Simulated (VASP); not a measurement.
Sr2SO: single point with LDA

The system is Sr2SO.

```xyz
4
Lattice="4.0432 0.0000 0.0000 0.0000 4.0432 0.0000 0.0000 0.0000 5.7180" Properties=species:S:1:pos:R:3 pbc="T T T"
Sr    0.0000    0.0000    0.0000
Sr    2.0216    2.0216    2.8590
S     0.0000    0.0000    2.8590
O     2.0216    2.0216    0.0000
```

The cell comes from a database or a generator and needn't be the stable form of this composition.

| Quantity | Value |
| --- | --- |
| Program | VASP 6.6.1 |
| Task | single point |
| Functional | LDA |
| Potentials or basis | VASP PAW LDA potentials, release 64 (Sr_sv, S, O) |
| Cutoff | 520 eV |
| k mesh | 2 × 2 × 2 |
| Occupations | fermi-dirac, width 0.01 eV |
| Spin | no spin polarisation |
| Dipole correction | no |
| Further INCAR settings | ALGO = Normal; EDIFF = 1e-07; NBANDS = 24 |

```
Pressure               : -3.3 GPa
Band gap on the k mesh : 2.02 eV, direct
```

Stress tensor (GPa, compression positive):
```
-3.03  0.00  0.00
 0.00 -3.03  0.00
 0.00  0.00 -3.89
```

Levels at points of the mesh, in eV from the valence-band top:
```
           k point  band 14  band 15  band 16  band 17  band 18  band 19
(0.00, 0.00, 0.00)    -0.03     0.00     0.00     2.02     2.68     4.44
(0.50, 0.00, 0.00)    -1.25    -0.59    -0.49     4.20     5.20     5.50
(0.50, 0.50, 0.00)    -0.27    -0.27    -0.17     2.20     2.20     5.30
(0.00, 0.00, 0.50)    -0.63    -0.13    -0.13     2.40     3.87     4.03
(0.50, 0.00, 0.50)    -1.00    -0.81    -0.65     5.07     5.41     5.85
(0.50, 0.50, 0.50)    -0.77    -0.59    -0.59     4.02     4.02     5.43
```

It took 14 s on 1 thread of Intel(R) Xeon(R) Platinum 8488C (Sapphire Rapids), on a shared host, peak memory 0.17 GiB.

Caveat: the k mesh is coarse (spacing up to 0.78 Å⁻¹), so the values aren't converged. A hybrid or GW would open this gap; LDA tends to underestimate it.
